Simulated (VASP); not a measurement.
The system is Ni.

```
CELL_PARAMETERS angstrom
0.00000 1.76194 1.76194
1.76194 0.00000 1.76194
1.76194 1.76194 0.00000
ATOMIC_POSITIONS crystal
Ni 0.00000 0.00000 0.00000
```

Base run:

| Property | Result |
| --- | --- |
| Program | VASP 6.6.1 |
| Functional | PBE |
| Potentials or basis | VASP PAW PBE potentials, release 64 (Ni) |
| Cutoff | 520 eV |
| k mesh | 12 × 12 × 12 |
| Occupations | gaussian, width 0.1 eV |
| Spin | collinear spin, ferromagnetic start |
| Starting moments | [0.8] μB |

Its results: band gap on the k mesh none (metal or under the smearing width); pressure -0.5 GPa; net moment 0.68 μB per cell; site moments Ni +0.69 μB.

The run is repeated on the same cell with these changes: cutoff from 520 eV to 700 eV; k mesh from 12 × 12 × 12 to 14 × 14 × 14. What comes out?

Band gap on the k mesh none (metal or under the smearing width); pressure -1.1 GPa; net moment 0.59 μB per cell; site moments Ni +0.61 μB.
